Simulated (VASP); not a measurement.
Here is the system:

```
CELL_PARAMETERS angstrom
      2.87872     0.00000     0.00000
      0.00000     2.87872     0.00000
      0.00000     0.00000     2.87872
ATOMIC_POSITIONS crystal
  Cl 0.00000 0.00000 0.00000
```

Calculation: PBEsol GGA, VASP's PBE PAW potentials (set 64) (plane waves; VASP 6.6.1). Numerical set-up: 400 eV cut-off, 8×8×8 Γ-centred mesh, Gaussian smearing of 0.050 eV, potentials Cl.

Energy and stress use the plane-wave basis of the starting cell.

**Question.** The ions, cell shape and volume are relaxed. Give the cell that the relaxation ends in.

**Answer.** 
```
CELL_PARAMETERS angstrom
      2.78478     0.00000     0.00000
      0.00000     2.78478     0.00000
      0.00000     0.00000     2.78478
ATOMIC_POSITIONS crystal
  Cl 0.00000 0.00000 0.00000
```
Space group Pm-3m (221), at a tolerance of 0.03 Å.

**Question.** How do energy and volume change from the first to the last step?

**Answer.** The energy (σ→0) changes by -27.8 meV/atom and the volume by -9.5 %, in 3 ionic steps.

The structure was generated: Cl was put into the simple-cubic type (Pm-3m), which need not be its known phase. This run relaxes it. Symmetry was kept, so distortions that lower it aren't found.
